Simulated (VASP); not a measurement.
# HfSi2B4 (P2/m) in VASP: density of states with PBE

Aim: the density of states of HfSi2B4 with PBE.

All numbers are computed with VASP 6.6.1; they aren't measurements. Logs are shortened: lines on timing, memory, paths and dates and some standing lists are left out, and cuts for length are marked.

**1. Starting point**

It takes space group P2/m (No. 10, monoclinic). Conventional cell: a = 4.684 Å, b = 3.193 Å, c = 5.202 Å, α = 90.00°, β = 92.37°, γ = 90.00°. Around Hf (site symmetry 2/m) lie 8 B at 2.47 to 2.58 Å and 4 Si at 2.70 to 2.73 Å. Si (site symmetry m) is surrounded by 4 B at 2.13 to 2.35 Å. Around B (site symmetry m) lie 3 B at 1.69 to 1.80 Å. Around B (site symmetry m) lie 2 B at 1.69 to 1.75 Å.

The cell was built by a generator and needn't be a form met in nature.

**2. Density of states, PBE**

File POSCAR:

```
HfSi2B4                                 
1.0
    4.6837152374      0.0000000000      0.0055016623
    0.0000000000      3.1930508273      0.0000000000
   -0.2210652878      0.0000000000      5.1973974132
  Hf              Si              B             
     1     2     4
Direct
     0.5000000000000000    0.0000000000000000    0.5000000000000000
     0.9839313982717927    0.0000000000000000    0.2365693041557504
     0.0160686017282073    0.0000000000000000    0.7634306958442497
     0.6291784592110499    0.5000000000000000    0.1332181053791608
     0.7225219979555531    0.5000000000000000    0.8103435216482856
     0.3708215407889501    0.5000000000000000    0.8667818946208393
     0.2774780020444471    0.5000000000000000    0.1896564783517144
```

File INCAR.step1:

```
SYSTEM = HfSi2B4
ALGO     = Normal         ! electronic algorithm
EDIFF    = 1E-6           ! SCF threshold, eV
ENCUT    = 520            ! plane-wave cutoff, eV
GGA      = PE             ! functional
ISIF     = 2              ! what is computed and relaxed
ISMEAR   = 0              ! smearing method
KPAR     = 4            
LASPH    = .TRUE.         ! aspherical terms in the spheres
LCHARG   = .TRUE.         ! write CHGCAR
LMAXMIX  = 4              ! l up to which the mixer works
LREAL    = .FALSE.        ! projectors in reciprocal space
LWAVE    = .FALSE.        ! write WAVECAR
NBANDS   = 24             ! bands
NELM     = 60             ! most SCF steps
PREC     = Accurate       ! precision mode
SIGMA    = 0.1            ! smearing width, eV
```

File KPOINTS.step1:

```
k-points
0
G
  6 10 6
  0 0 0
```

File INCAR.step2:

```
SYSTEM = HfSi2B4
ALGO     = Normal         ! electronic algorithm
EDIFF    = 1E-6           ! SCF threshold, eV
ENCUT    = 520            ! plane-wave cutoff, eV
GGA      = PE             ! functional
ICHARG   = 11             ! starting density
ISIF     = 2              ! what is computed and relaxed
ISMEAR   = -5             ! smearing method
KPAR     = 4            
LASPH    = .TRUE.         ! aspherical terms in the spheres
LCHARG   = .FALSE.        ! write CHGCAR
LMAXMIX  = 4              ! l up to which the mixer works
LORBIT   = 11             ! projections on sites
LREAL    = .FALSE.        ! projectors in reciprocal space
LWAVE    = .FALSE.        ! write WAVECAR
NBANDS   = 24             ! bands
NEDOS    = 2001           ! points of the DOS
NELM     = 60             ! most SCF steps
PREC     = Accurate       ! precision mode
SIGMA    = 0.1            ! smearing width, eV
```

File KPOINTS.step2:

```
k-points
0
G
  9 15 9
  0 0 0
```

Potentials or basis: VASP PAW PBE potentials, release 64 (Hf_pv, Si, B).

Command:

```sh
$ cat potpaw_PBE.64/Hf_pv/POTCAR potpaw_PBE.64/Si/POTCAR potpaw_PBE.64/B/POTCAR > POTCAR
$ cp INCAR.step1 INCAR
$ cp KPOINTS.step1 KPOINTS
$ mpirun -np 4 vasp_std > vasp.out
$ cp INCAR.step2 INCAR
$ cp KPOINTS.step2 KPOINTS
$ mpirun -np 4 vasp_std > vasp.out
```

OUTCAR:

```text
SYSTEM = HfSi2B4
   EDIFF = 1E-6
   ENCUT = 520
   GGA = PE
   ICHARG = 11
   ISIF = 2
   ISMEAR = -5
   LASPH = .TRUE.
   LORBIT = 11
   LREAL = .FALSE.
   NELM = 60
   PREC = Accurate

 ion  position               nearest neighbor table
   1  0.500  0.000  0.500-   5 2.47   7 2.47   5 2.47   7 2.47   4 2.58   6 2.58   6 2.58   4 2.58
                             2 2.70   3 2.70   3 2.73   2 2.73
   2  0.984  0.000  0.237-   7 2.13   7 2.13   4 2.35   4 2.35   3 2.47   1 2.70   1 2.73   3 2.74

   3  0.016  0.000  0.763-   5 2.13   5 2.13   6 2.35   6 2.35   2 2.47   1 2.70   1 2.73   2 2.74

   4  0.629  0.500  0.133-   7 1.69   5 1.75   6 1.80   2 2.35   2 2.35   1 2.58   1 2.58
   5  0.723  0.500  0.810-   6 1.69   4 1.75   3 2.13   3 2.13   1 2.47   1 2.47
   6  0.371  0.500  0.867-   5 1.69   7 1.75   4 1.80   3 2.35   3 2.35   1 2.58   1 2.58
   7  0.277  0.500  0.190-   4 1.69   6 1.75   2 2.13   2 2.13   1 2.47   1 2.47

  LATTYP: Found a simple monoclinic cell.
 ALAT       =     4.6837184686
 B/A-ratio  =     0.6817341496
 C/A-ratio  =     1.1106766348
 COS(beta)  =    -0.0413218172

  Lattice vectors:

 A1 = (   4.6837152374,   0.0000000000,   0.0055016623)
 A2 = (   0.0000000000,   3.1930508273,   0.0000000000)
 A3 = (  -0.2210652878,   0.0000000000,   5.1973974132)

Analysis of symmetry for initial positions (statically):
=====================================================================
 Subroutine PRICEL returns:
 Original cell was already a primitive cell.

 Routine SETGRP: Setting up the symmetry group for a
 simple monoclinic supercell.

 Subroutine GETGRP returns: Found  4 space group operations
 (whereof  4 operations were pure point group operations)
 out of a pool of  4 trial point group operations.

The static configuration has the point symmetry C_2h.

Analysis of symmetry for dynamics (positions and initial velocities):
=====================================================================
 Subroutine PRICEL returns:
 Original cell was already a primitive cell.

 Routine SETGRP: Setting up the symmetry group for a
 simple monoclinic supercell.

 Subroutine GETGRP returns: Found  4 space group operations
 (whereof  4 operations were pure point group operations)
 out of a pool of  4 trial point group operations.

The dynamic configuration has the point symmetry C_2h.

 Subroutine INISYM returns: Found  4 space group operations
 (whereof  4 operations are pure point group operations),
 and found     1 'primitive' translations

----------------------------------------------------------------------------------------

                                     Primitive cell

  volume of cell :      77.7327

  direct lattice vectors                    reciprocal lattice vectors
     4.683715237  0.000000000  0.005501662     0.213495055  0.000000000  0.009080765
     0.000000000  3.193050827  0.000000000     0.000000000  0.313180107  0.000000000
    -0.221065288  0.000000000  5.197397413    -0.000225993  0.000000000  0.192394378

  length of vectors
     4.683718469  3.193050827  5.202096667     0.213688087  0.313180107  0.192394510

  position of ions in fractional coordinates (direct lattice)
     0.500000000  0.000000000  0.500000000
     0.983931398  0.000000000  0.236569304
     0.016068602  0.000000000  0.763430696
     0.629178459  0.500000000  0.133218105
     0.722521998  0.500000000  0.810343522
     0.370821541  0.500000000  0.866781895
     0.277478002  0.500000000  0.189656478

  ion indices of the primitive-cell ions
   primitive index   ion index
                 1           1
                 2           2
                 3           3
                 4           4
                 5           5
                 6           6
                 7           7

----------------------------------------------------------------------------------------

 KPOINTS: k-points

Automatic generation of k-mesh.
 Grid dimensions read from file:
 generate k-points for:    9   15    9

 Generating k-lattice:

  Cartesian coordinates                     Fractional coordinates (reciprocal lattice)
     0.023721673  0.000000000  0.001008974     0.111111111  0.000000000  0.000000000
     0.000000000  0.020878674  0.000000000     0.000000000  0.066666667  0.000000000
    -0.000025110  0.000000000  0.021377153     0.000000000  0.000000000  0.111111111

  Length of vectors
     0.023743121  0.020878674  0.021377168

  Shift w.r.t. Gamma in fractional coordinates (k-lattice)
     0.000000000  0.000000000  0.000000000

 TETIRR: Found   3621 inequivalent tetrahedra from     7290

 Subroutine IBZKPT returns following result:
 ===========================================

 Found    328 irreducible k-points:

 Following reciprocal coordinates:
            Coordinates               Weight
  0.000000  0.000000  0.000000      1.000000
  0.111111  0.000000 -0.000000      2.000000
  0.222222  0.000000  0.000000      2.000000
  0.333333  0.000000  0.000000      2.000000
  0.444444  0.000000  0.000000      2.000000
  0.000000  0.066667  0.000000      2.000000
[... 16 lines left out ...]
  0.222222  0.266667  0.000000      4.000000
  0.333333  0.266667  0.000000      4.000000
 [... further k-points ...]
   k-points           NKPTS =    328   k-points in BZ     NKDIM =    328   number of bands    NBANDS=     24
   number of dos      NEDOS =   2001   number of ions     NIONS =      7
   total plane-waves  NPLWV =  34560
   dimension x,y,z NGX =    36 NGY =   24 NGZ =   40
   dimension x,y,z NGXF=    72 NGYF=   48 NGZF=   80
   ions per type =               1   2   4
   NGX,Y,Z   is equivalent  to a cutoff of  12.78, 12.50, 12.78 a.u.
   NGXF,Y,Z  is equivalent  to a cutoff of  25.56, 24.99, 25.57 a.u.
 SYSTEM =  HfSi2B4
   PREC   = accura    normal or accurate (medium, high low for compatibility)
   ISTART =      0    job   : 0-new  1-cont  2-samecut
   ICHARG =     11    charge: 1-file 2-atom 10-const
   ISPIN  =      1    spin polarized calculation?
   LNONCOLLINEAR =      F non collinear calculations
   LSORBIT =      F    spin-orbit coupling
   LASPH  =      T    aspherical Exc in radial PAW
   ENCUT  =  520.0 eV  38.22 Ry    6.18 a.u.   8.71  5.94  9.67*2*pi/ulx,y,z
   NELM   =     60;   NELMIN=  2; NELMDL=  0     # of ELM steps
   EDIFF  = 0.1E-05   stopping-criterion for ELM
   LREAL  =      F    real-space projection
[... 7 lines left out ...]
   TEBEG  =    0.0;   TEEND  =   0.0 temperature during run
   PSTRESS=    0.0 pullay stress
   NELECT =      30.0000    total number of electrons
   NUPDOWN=      -1.0000    fix difference up-down
   EMIN   =  10.00;   EMAX   =-10.00  energy-range for DOS
   EFERMI =   0.00;   METHOD = LEGACY
   ISMEAR =    -5;   SIGMA  =   0.10  broadening in eV -4-tet -1-fermi 0-gaus
   EFERMI_NEDOS =   21; number of points for ismear=-14 and -15
   IALGO  =     38    algorithm
   IMIX   =      4    mixing-type and parameters
     AMIX     =   0.40;   BMIX     =  1.00
     AMIX_MAG =   1.60;   BMIX_MAG =  1.00
  volume/ion in A,a.u.               =      11.10        74.94
  Fermi-wavevector in a.u.,A,eV,Ry     =   1.191920  2.252403 19.329448  1.420674
  Thomas-Fermi vector in A             =   2.327971
   LORBIT       =     11    0 simple, 1 ext, 2 COOP (PROOUT), +10 PAW based schemes
   GGA     = PE    functional components
   LHFCALC =     F    Hartree Fock is set to
   AEXX    =    0.0000 exact exchange contribution
   IVDW    =     0    specifies the selected vdW correction
   LEPSILON=     F    determine dielectric tensor
   LRPA    =     F    only Hartree local field effects (RPA)
 non-spin polarized calculation
 Fermi weights with tetrahedron method with Bloechl corrections
  energy-cutoff  :      520.00
  volume of cell :       77.73
 maximum number of plane-waves:      2116

 number of electron      30.0000000 magnetization

 Free energy of the ion-electron system (eV)
  ---------------------------------------------------
  ext. energy  EPLUGINS =         0.00000000
  ---------------------------------------------------
  free energy    TOTEN  =       -47.32471877 eV

  energy without entropy =      -47.32471877  energy(sigma->0) =      -47.32471877

 E-fermi :   7.2658     XC(G=0): -11.5238

 val. band max:        7.3674692902   @ k =  -0.3333   0.2000   0.2222
 cond. band min:       7.1959888270   @ k =  -0.1111   0.0000   0.3333
 fundamental gap:     -0.1714804632
 Fermi energy:         7.2657569153

 k-point     1 :       0.0000    0.0000    0.0000
  band No.  band energies     occupation
      1     -23.1167      2.00000
      2     -23.0498      2.00000
      3     -22.8219      2.00000
      4      -6.5838      2.00000
      5      -2.2532      2.00000
      6      -1.6325      2.00000
[... 16 lines left out ...]
     23      13.2308      0.00000
     24      13.5366      0.00000

 k-point     2 :       0.1111    0.0000   -0.0000
  band No.  band energies     occupation
      1     -23.1183      2.00000
      2     -23.0496      2.00000
      3     -22.8219      2.00000
      4      -6.5083      2.00000
      5      -2.6037      2.00000
      6      -1.5629      2.00000
[... 16 lines left out ...]
     23      13.4082      0.00000
     24      14.0712      0.00000
[... 565 lines left out ...]
     23      13.7428      0.00000
     24      14.5271      0.00000

 k-point    24 :       0.3333    0.2667    0.0000
  band No.  band energies     occupation
      1     -23.0992      2.00000
      2     -23.0680      2.00000
      3     -23.0127      2.00000
      4      -5.0831      2.00000
      5      -3.3351      2.00000
      6      -0.7040      2.00000
[... 16 lines left out ...]
     23      14.1437      0.00000
     24      14.5069      0.00000

 [... further k-points ...]

------------------------ aborting loop because EDIFF is reached ----------------------------------------

  FORCE on cell =-STRESS in cart. coord.  units (eV):
  Direction    XX          YY          ZZ          XY          YZ          ZX
  --------------------------------------------------------------------------------------
  -------------------------------------------------------------------------------------
  Total       -0.1164315      0.0499238      0.0246138      0.0000000      0.0000000     -0.0477468
  in kB       -2.3998123      1.0289973      0.5073245      0.0000000      0.0000000     -0.9841255
  external PRESSURE =      -0.2878302 kB  Pullay stress =       0.0000000 kB

 VOLUME and BASIS-vectors are now :
 -----------------------------------------------------------------------------
  energy-cutoff  :      520.00
  volume of cell :       77.73
      direct lattice vectors                 reciprocal lattice vectors
     4.683715237  0.000000000  0.005501662     0.213495055  0.000000000  0.009080765
     0.000000000  3.193050827  0.000000000     0.000000000  0.313180107  0.000000000
    -0.221065288  0.000000000  5.197397413    -0.000225993  0.000000000  0.192394378

 POSITION                                       TOTAL-FORCE (eV/Angst)
 -----------------------------------------------------------------------------------
      2.23132      0.00000      2.60145        -0.000000     -0.000000     -0.000000
      4.55616      0.00000      1.23496         0.011722     -0.000000      0.022968
     -0.09351      0.00000      3.96794        -0.011722     -0.000000     -0.022968
      2.91744      1.59653      0.69585        -0.010143     -0.000000     -0.001022
      3.20495      1.59653      4.21565         0.032929     -0.000000     -0.003943
      1.54521      1.59653      4.50705         0.010143      0.000000      0.001022
      1.25770      1.59653      0.98725        -0.032929      0.000000      0.003943
 -----------------------------------------------------------------------------------
    total drift:                                0.000000      0.000000      0.000000

  FREE ENERGIE OF THE ION-ELECTRON SYSTEM (eV)
  ---------------------------------------------------
  free  energy   TOTEN  =       -47.3247187687 eV

  energy  without entropy=      -47.3247187687  energy(sigma->0) =      -47.32471877

 total charge

# of ion       s       p       d       tot
------------------------------------------
    1        0.307   6.560   1.762   8.629
    2        0.742   0.883   0.000   1.625
    3        0.742   0.883   0.000   1.625
    4        0.685   1.183   0.000   1.867
    5        0.696   1.263   0.000   1.959
    6        0.685   1.183   0.000   1.867
    7        0.696   1.263   0.000   1.959
--------------------------------------------------
tot          4.552  13.217   1.762  19.531
```

Wall time 66 s (4 MPI ranks of AMD EPYC 9R45 (Zen 5), shared host); peak memory 0.59 GiB.

Results:

```yaml
Valence_electrons_inside_the_program's_atomic_spheres: Hf 8.63; Si 1.62; B 1.87, 1.96
```

States per cell in windows of 1 eV (zero at the Fermi level; states under -8 eV left out):
```
from (eV)  total  Hf1_d  B4_p  B6_p  B5_p  B7_p  Si2_p
     -8.0   1.51   0.06  0.08  0.08  0.05  0.05   0.04
     -7.0   1.71   0.08  0.08  0.08  0.08  0.08   0.06
     -6.0   1.93   0.09  0.10  0.10  0.11  0.11   0.09
     -5.0   2.33   0.17  0.13  0.13  0.14  0.14   0.12
     -4.0   3.05   0.29  0.23  0.23  0.21  0.21   0.13
     -3.0   2.90   0.32  0.18  0.18  0.22  0.22   0.15
     -2.0   2.43   0.31  0.14  0.14  0.19  0.19   0.12
     -1.0   2.13   0.36  0.09  0.09  0.14  0.14   0.10
      0.0   1.99   0.49  0.10  0.10  0.10  0.10   0.07
      1.0   2.00   0.43  0.11  0.11  0.09  0.09   0.06
      2.0   1.88   0.37  0.11  0.11  0.08  0.08   0.07
      3.0   2.31   0.50  0.10  0.10  0.08  0.08   0.07
      4.0   3.29   0.86  0.12  0.12  0.10  0.10   0.11
      5.0   3.04   0.97  0.11  0.11  0.09  0.09   0.09
      6.0   2.87   0.72  0.11  0.11  0.09  0.09   0.13
      7.0   0.59   0.13  0.02  0.02  0.02  0.02   0.03
```

Caveat: tetrahedron occupations give inexact forces and stress in metals. The run has no spin-orbit coupling, so splittings on Hf are missing.
